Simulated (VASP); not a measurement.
An input for Quantum ESPRESSO's pw.x (written as the equivalent of a VASP run, and not itself run):

```
&CONTROL
  calculation = 'vc-relax'
  pseudo_dir = './pseudo'
  outdir = './out'
  tprnfor = .true.
  tstress = .true.
  nstep = 40
  forc_conv_thr = 0.00078
/
&SYSTEM
  ibrav = 0
  nat = 2
  ntyp = 2
  ecutwfc = 84
  occupations = 'smearing'
  smearing = 'gaussian'
  degauss = 0.003675
  input_dft = 'pz'
/
&ELECTRONS
  conv_thr = 7.3e-08
  electron_maxstep = 100
/
&IONS
/
&CELL
  press = 300
/
ATOMIC_SPECIES
  Mg 24.305 Mg.upf
  Te 127.600 Te.upf
CELL_PARAMETERS angstrom
     0.0000000    2.8223253    2.8223253
     2.8223253   -0.0000000    2.8223253
     2.8223253    2.8223253   -0.0000000
ATOMIC_POSITIONS crystal
  Mg   1.0000000  1.0000000  1.0000000
  Te   0.2500000  0.2500000  0.2500000
K_POINTS automatic
  8 8 8 0 0 0
```

Question: Translate this input to VASP (INCAR, KPOINTS, POSCAR, choice of POTCAR).

Answer: Several could match; the one computed here: 
### INCAR
```
# general
SYSTEM   =  MgTe
PREC     =  Accurate
ENCUT    =  500   # plane-wave cut-off (eV)
LREAL    =  .FALSE.   # projection in real space or not
LASPH    =  .TRUE.

# electronic loop
EDIFF    =  1E-6   # SCF stop (eV)
NELM     =  100
ALGO     =  Normal   # blocked Davidson
LMAXMIX  =  4

# smearing
ISMEAR   =  0   # Gaussian
SIGMA    =  0.05   # width (eV)

# ions
IBRION   =  2   # conjugate gradients
NSW      =  40
ISIF     =  3
EDIFFG   =  -0.02
PSTRESS  =  300

# output
LWAVE    =  .FALSE.
LCHARG   =  .FALSE.
```

**KPOINTS**
```
K-points
0
Gamma
  8 8 8
0 0 0
```

POSCAR:
```
MgTe
1.0
  0.0000000000   2.8223252681   2.8223252681
  2.8223252681   0.0000000000   2.8223252681
  2.8223252681   2.8223252681   0.0000000000
Mg Te
1 1
Cartesian
  5.6446505362   5.6446505362   5.6446505362
  1.4111626341   1.4111626341   1.4111626341
```

POTCAR, in this order: Mg Te (LDA.64 set). Program: vasp_std.

The two are equivalent in intent, not identical: the potentials are each code's own (VASP's PAW set, PseudoDojo norm-conserving files in pw.x), so ENCUT and ecutwfc are chosen apart and not converted; conv_thr bounds pw.x's estimated SCF error, while EDIFF bounds the energy change between steps; forc_conv_thr acts on force components and is met together with etot_conv_thr.

The compound is MgTe in the zinc blende structure, whereas wurtzite is the usual form. It was relaxed first under an external pressure of 30 GPa.
